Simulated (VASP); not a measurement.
# Zr2CrN2 in VASP: a series of runs, part 2 of 2

VASP 6.6.1. Earlier steps stand in the parts before.

## (3) Relaxation of cell and atoms, PBE, collinear spin, ferromagnetic start

This run uses another cell than the first one, of 12.60 Å³/atom, 0.871 times its volume.

The input, INCAR:

```
SYSTEM = Zr2CrN2
PREC = Normal
ENCUT = 520
EDIFF = 1E-4
ISMEAR = 0
SIGMA = 0.15
LREAL = .FALSE.
LASPH = .TRUE.
NELM = 60
ALGO = Fast
ISIF = 3
LWAVE = .FALSE.
LCHARG = .FALSE.
ISPIN = 2
MAGMOM = 0 0 3 0 0
LORBIT = 11
LMAXMIX = 4
GGA = PE
IBRION = 2
NSW = 24
EDIFFG = -0.08
```

The input, KPOINTS:

```
regular mesh
0
G
  5 5 2
  0 0 0
```

The input, POSCAR:

```
Zr2CrN2
1.0
    3.1500000000      0.0000000000      0.0000000000
   -1.5750000000      2.7279800200      0.0000000000
    0.0000000000      0.0000000000      7.3300000000
Zr Cr N
2 1 2
Direct
    0.3333333300      0.6666666700      0.3400000000
    0.6666666700      0.3333333300      0.6600000000
    0.0000000000      0.0000000000      0.0000000000
    0.3333333300      0.6666666700      0.8400000000
    0.6666666700      0.3333333300      0.1600000000
```

Potentials or basis: VASP PAW PBE potentials, release 64 (Zr_sv, Cr_pv, N).

Run with:

```bash
$ cat potpaw_PBE.64/Zr_sv/POTCAR potpaw_PBE.64/Cr_pv/POTCAR potpaw_PBE.64/N/POTCAR > POTCAR
$ mpirun -np 1 vasp_std > vasp.out
```

OUTCAR:

```text
SYSTEM = Zr2CrN2
   PREC = Normal
   ENCUT = 520
   EDIFF = 1E-4
   ISMEAR = 0
   LREAL = .FALSE.
   LASPH = .TRUE.
   NELM = 60
   ISIF = 3
   ISPIN = 2
   LORBIT = 11
   GGA = PE
   IBRION = 2
   NSW = 24
   EDIFFG = -0.08

 ion  position               nearest neighbor table
   1  0.333  0.667  0.340-   5 2.25   5 2.25   5 2.25   2 2.97   2 2.97   2 2.97   3 3.09   3 3.09
                             3 3.09
   2  0.667  0.333  0.660-   4 2.25   4 2.25   4 2.25   1 2.97   1 2.97   1 2.97   3 3.09   3 3.09
                             3 3.09
   3  0.000  0.000  0.000-   4 2.16   5 2.16   4 2.16   5 2.16   5 2.16   4 2.16   1 3.09   2 3.09
                             1 3.09   2 3.09   1 3.09   2 3.09
   4  0.333  0.667  0.840-   3 2.16   3 2.16   3 2.16   2 2.25   2 2.25   2 2.25
   5  0.667  0.333  0.160-   3 2.16   3 2.16   3 2.16   1 2.25   1 2.25   1 2.25

  LATTYP: Found a hexagonal cell.
 ALAT       =     3.1500000000
 C/A-ratio  =     2.3269841270

  Lattice vectors:

 A1 = (   3.1500000000,   0.0000000000,   0.0000000000)
 A2 = (  -1.5750000000,   2.7279800200,   0.0000000000)
 A3 = (   0.0000000000,   0.0000000000,   7.3300000000)

Analysis of symmetry for initial positions (statically):
=====================================================================
 Subroutine PRICEL returns:
 Original cell was already a primitive cell.

 Routine SETGRP: Setting up the symmetry group for a
 hexagonal supercell.

 Subroutine GETGRP returns: Found 12 space group operations
 (whereof 12 operations were pure point group operations)
 out of a pool of 24 trial point group operations.

The static configuration has the point symmetry D_3d.

Analysis of symmetry for dynamics (positions and initial velocities):
=====================================================================
 Subroutine PRICEL returns:
 Original cell was already a primitive cell.

 Routine SETGRP: Setting up the symmetry group for a
 hexagonal supercell.

[... 166 lines left out ...]
  --------------------------------------------------------------------------------------
  -------------------------------------------------------------------------------------
  Total        1.2231187      1.2231187      5.6942168      0.0000000      0.0000000     -0.0000000
  in kB       31.1116796     31.1116796    144.8401162      0.0000000      0.0000000     -0.0000000
  external PRESSURE =      69.0211585 kB  Pullay stress =       0.0000000 kB
[... 102 lines left out ...]
  FREE ENERGIE OF THE ION-ELECTRON SYSTEM (eV)
  ---------------------------------------------------
  free  energy   TOTEN  =       -46.3957879501 eV

  energy  without entropy=      -46.3111554361  energy(sigma->0) =      -46.35347169

 E-fermi :   9.8387     XC(G=0): -12.0808

 val. band max:        9.8352299432   @ k =   0.2000   0.2000   0.5000
 cond. band min:       9.8402053389   @ k =   0.2000   0.2000   0.5000
 fundamental gap:      0.0049753957
 Fermi energy:         9.8387391902

 spin component 1

 k-point     1 :       0.0000    0.0000    0.0000
  band No.  band energies     occupation
      1     -39.0659      1.00000
      2     -39.0106      1.00000
      3     -34.1563      1.00000
      4     -33.7825      1.00000
      5     -33.7825      1.00000
      6     -17.4184      1.00000
[... 632 lines left out ...]
     28      11.7294      0.00000
     29      12.5622      0.00000

[... ionic steps 4 to 14 ...]

--------------------------------------- Ionic step       15  -------------------------------------------

 number of electron      45.9999980 magnetization       0.9296140

------------------------ aborting loop because EDIFF is reached ----------------------------------------
[... 73 lines left out ...]
--------------------------------------- Ionic step       17  -------------------------------------------

 number of electron      45.9999977 magnetization       0.9300318

 Free energy of the ion-electron system (eV)
  ---------------------------------------------------
  ext. energy  EPLUGINS =         0.00000000
  ---------------------------------------------------
  free energy    TOTEN  =       -47.27248726 eV

  energy without entropy =      -47.23522912  energy(sigma->0) =      -47.25385819

 E-fermi :  10.3021     XC(G=0): -12.1323

 val. band max:       10.2300179545   @ k =   0.2000  -0.0000   0.0000
 cond. band min:      10.3266946905   @ k =   0.4000   0.2000   0.0000
 fundamental gap:      0.0966767359
 Fermi energy:        10.3021482663

 spin component 1

 k-point     1 :       0.0000    0.0000    0.0000
  band No.  band energies     occupation
      1     -38.7359      1.00000
      2     -38.7056      1.00000
      3     -34.2033      1.00000
      4     -34.1491      1.00000
      5     -34.1491      1.00000
      6     -17.0730      1.00000
[... 664 lines left out ...]
  FREE ENERGIE OF THE ION-ELECTRON SYSTEM (eV)
  ---------------------------------------------------
  free  energy   TOTEN  =       -47.2724872601 eV

  energy  without entropy=      -47.2352291234  energy(sigma->0) =      -47.25385819

 reached required accuracy - stopping structural energy minimisation

 total charge

# of ion       s       p       d       tot
------------------------------------------
    1        2.186   6.015   1.676   9.877
    2        2.186   6.015   1.676   9.877
    3        0.274   6.302   4.233  10.809
    4        1.250   2.451   0.000   3.702
    5        1.250   2.451   0.000   3.702
--------------------------------------------------
tot          7.145  23.235   7.585  37.966

 magnetization (x)

# of ion       s       p       d       tot
------------------------------------------
    1       -0.005  -0.013  -0.220  -0.237
    2       -0.005  -0.013  -0.220  -0.237
    3        0.019   0.018   1.655   1.692
    4       -0.002  -0.009   0.000  -0.010
    5       -0.002  -0.009   0.000  -0.010
--------------------------------------------------
tot          0.006  -0.024   1.215   1.197
```

OSZICAR:

```text
N       E                     dE             d eps       ncg     rms          rms(c)
DAV:   1     0.529311326458E+03    0.52931E+03   -0.24368E+04  1160   0.166E+03
[... 204 lines left out ...]
  16 F= -.47271181E+02 E0= -.47252569E+02  d E =-.410148E-02  mag=     0.9283
       N       E                     dE             d eps       ncg     rms          rms(c)
DAV:   1    -0.472724482594E+02   -0.13003E-02   -0.26671E-01  1160   0.316E+00    0.263E-01
RMM:   2    -0.472728329631E+02   -0.38470E-03   -0.46003E-03  1284   0.481E-01    0.226E-01
RMM:   3    -0.472726077968E+02    0.22517E-03   -0.12941E-03  1216   0.265E-01    0.148E-01
RMM:   4    -0.472724799543E+02    0.12784E-03   -0.46197E-04  1023   0.113E-01    0.355E-02
RMM:   5    -0.472724872601E+02   -0.73058E-05   -0.11259E-04   783   0.544E-02
  17 F= -.47272487E+02 E0= -.47253858E+02  d E =-.130638E-02  mag=     0.9302
```

CONTCAR:

```text
Zr2CrN2
   1.00000000000000
     3.2429660657304873    0.0000000000000000   -0.0000000000000000
    -1.6214830328652436    2.8084909944435479   -0.0000000000000000
    -0.0000000000000000   -0.0000000000000000    7.2638327536404619
  Zr              Cr              N
     2     1     2
Direct
     0.3333333300000021    0.6666666699999979    0.3047094724675344
     0.6666666699999979    0.3333333300000021    0.6952905275324657
     1.0000000000000000    1.0000000000000000    1.0000000000000000
     0.3333333300000021    0.6666666699999979    0.8542502985315735
     0.6666666699999979    0.3333333300000021    0.1457497014684263

  0.00000000E+00  0.00000000E+00  0.00000000E+00
  0.00000000E+00  0.00000000E+00  0.00000000E+00
  0.00000000E+00  0.00000000E+00  0.00000000E+00
  0.00000000E+00  0.00000000E+00  0.00000000E+00
  0.00000000E+00  0.00000000E+00  0.00000000E+00
```

Run time: 4.2 min. Hardware: 1 thread of Intel Xeon Platinum 8488C (Sapphire Rapids), shared host; peak memory 0.17 GiB.

What came out:

* Free energy: -47.2725 eV
* Relaxed volume: 13.23 Å³/atom
* Relaxed cell: a = 3.243 Å, b = 3.243 Å, c = 7.264 Å, α = 90.00°, β = 90.00°, γ = 120.00°
* Space group after relaxing (to 0.05 Å): P-3m1 (No. 164)
* Energy gained by relaxing: 204.4 meV/atom
* Ionic steps: 17
* Pressure after relaxing: -0.3 GPa
* Largest force after relaxing: 0.059 eV/Å
* Band gap on the k mesh: none (metal or under the smearing width)
* Net moment: 0.93 μB per cell
* Site moments: Zr -0.24; Cr +1.69; N -0.01 μB
* Valence electrons inside the program's atomic spheres: Zr 9.88; Cr 10.81; N 3.70

Forces on the atoms (eV/Å):
```
Zr   0.000  0.000 -0.005
Zr   0.000  0.000  0.005
Cr   0.000  0.000  0.000
N    0.000  0.000 -0.059
N    0.000  0.000  0.059
```

The path:
```csv
step,energy change (eV),largest force (eV/Å),pressure (GPa),volume (Å³)
1,0.0000,2.5432,6.90,62.99
2,-0.1993,1.2836,-11.42,68.03
3,-0.1455,1.8976,-5.37,65.80
4,-0.2034,1.4496,-6.75,67.48
5,-0.8964,0.6201,7.08,64.19
6,-0.9070,0.6046,6.63,64.37
7,-0.9275,0.5759,3.00,65.12
8,-0.9923,0.0687,-0.74,66.30
9,-0.9941,0.1599,-1.71,66.56
10,-1.0109,0.2247,0.52,65.64
11,-1.0115,0.2311,1.90,65.27
12,-1.0120,0.2330,1.67,65.38
13,-1.0165,0.1811,1.48,65.49
14,-1.0168,0.1908,1.36,65.47
15,-1.0209,0.1577,-0.10,66.05
16,-1.0209,0.1499,-0.34,66.18
17,-1.0222,0.0586,-0.31,66.16
```

Final structure:
```
Zr Cr N
1.0
     3.24297    0.00000    0.00000
    -1.62148    2.80849    0.00000
     0.00000    0.00000    7.26383
Zr Cr N
2 1 2
Direct
  0.33333 0.66667 0.30471
  0.66667 0.33333 0.69529
  0.00000 0.00000 0.00000
  0.33333 0.66667 0.85425
  0.66667 0.33333 0.14575
```

Caveat: the k mesh is coarse (spacing up to 0.46 Å⁻¹), so the values aren't converged; a cell with one magnetic atom can't hold antiferromagnetic order, which such compounds often take; the relaxation stopped at a loose force limit of 0.08 eV/Å, so its end isn't a converged minimum.
